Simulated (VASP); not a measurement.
```yaml
crystal:
  lattice:
    - [0.00000, 2.04666, 2.04666]
    - [2.04666, 0.00000, 2.04666]
    - [2.04666, 2.04666, 0.00000]
  atoms:
    - { symbol: Li, position: [0.00000, 0.00000, 0.00000] }
    - { symbol: H, position: [0.50000, 0.50000, 0.50000] }
```

These are optB86b-vdW, VASP's PBE PAW potentials (set 64) (plane waves; VASP) values and carry that method's errors. Numerical set-up: 520 eV cut-off, 11×11×11 Γ-centred mesh, Gaussian smearing of 0.050 eV, potentials Li_sv H.

Problem. Give the stress tensor in GPa (positive for a compressed cell).

Solution. 
```
-2.02   0.00   0.00
 0.00  -2.02   0.00
 0.00   0.00  -2.02
```
The pressure is its mean diagonal, -2.02 GPa.

The compound is LiH in the rock salt structure. This cell is one point of a volume scan, at 1.06 of the reference volume.
